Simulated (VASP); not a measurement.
OSZICAR of a VASP run on ZnS (wurtzite):

OSZICAR:
```
       N       E                     dE             d eps       ncg     rms          rms(c)
DAV:   1     0.244284464143E+03    0.24428E+03   -0.10381E+04  5296   0.567E+02
DAV:   2    -0.515873192099E+01   -0.24944E+03   -0.21114E+03  4840   0.178E+02
DAV:   3    -0.427970436854E+02   -0.37638E+02   -0.36216E+02  5564   0.620E+01
DAV:   4    -0.438399375679E+02   -0.10429E+01   -0.10403E+01  5520   0.111E+01
DAV:   5    -0.438436336017E+02   -0.36960E-02   -0.36958E-02  5376   0.654E-01    0.106E+01
DAV:   6    -0.397292000605E+02    0.41144E+01   -0.10834E+00  6018   0.177E+01    0.871E+00
DAV:   7    -0.371249638265E+02    0.26042E+01   -0.69645E-01  5024   0.476E+00    0.465E+00
DAV:   8    -0.376472012521E+02   -0.52224E+00   -0.22616E-01  5014   0.202E+00    0.154E+00
DAV:   9    -0.376543137981E+02   -0.71125E-02   -0.60590E-02  5076   0.107E+00    0.113E+00
DAV:  10    -0.375818368583E+02    0.72477E-01   -0.11312E-01  4828   0.129E+00    0.985E-01
DAV:  11    -0.376958400452E+02   -0.11400E+00   -0.36262E-02  4810   0.808E-01    0.168E-01
DAV:  12    -0.376667136169E+02    0.29126E-01   -0.23634E-03  5348   0.181E-01    0.259E-01
DAV:  13    -0.377065944831E+02   -0.39881E-01   -0.80739E-03  4970   0.334E-01    0.217E-01
DAV:  14    -0.377118688995E+02   -0.52744E-02   -0.13774E-03  5378   0.195E-01    0.102E-01
DAV:  15    -0.377120931791E+02   -0.22428E-03   -0.62656E-05  5592   0.306E-02    0.849E-02
DAV:  16    -0.377122943379E+02   -0.20116E-03   -0.67998E-05  5126   0.613E-02    0.317E-02
DAV:  17    -0.377123045552E+02   -0.10217E-04   -0.24023E-05  5552   0.197E-02    0.142E-02
DAV:  18    -0.377122886879E+02    0.15867E-04   -0.33640E-06  5386   0.758E-03    0.106E-02
DAV:  19    -0.377123279766E+02   -0.39289E-04   -0.17434E-05  4874   0.189E-02    0.886E-03
DAV:  20    -0.377123232039E+02    0.47727E-05   -0.13091E-06  5362   0.543E-03    0.687E-03
DAV:  21    -0.377123229442E+02    0.25964E-06   -0.13454E-07  4810   0.144E-03    0.190E-03
DAV:  22    -0.377123222544E+02    0.68984E-06   -0.23990E-08  4532   0.637E-04    0.103E-03
DAV:  23    -0.377123221712E+02    0.83226E-07   -0.11716E-08  4080   0.614E-04
   1 F= -.37712322E+02 E0= -.37712322E+02  d E =-.894017E-21
 imaginary and real dielectric function
```

**Question.** Which electronic solver shows in the log?

**Answer.** It is blocked Davidson (ALGO = Normal, or the opening steps of other solvers). The INCAR had ALGO = Normal.

**Question.** Can the final energy be trusted as converged?

**Answer.** The run converged. It stopped with EDIFF = 1E-7, NELM = 100 (r2SCAN meta-GGA, plane waves, VASP's PBE PAW potentials (set 64)). The dielectric response may not be converged in the k-mesh; for small gaps it tends to come out too large.

The compound is ZnS in the wurtzite structure, the high-temperature form. It was relaxed first.
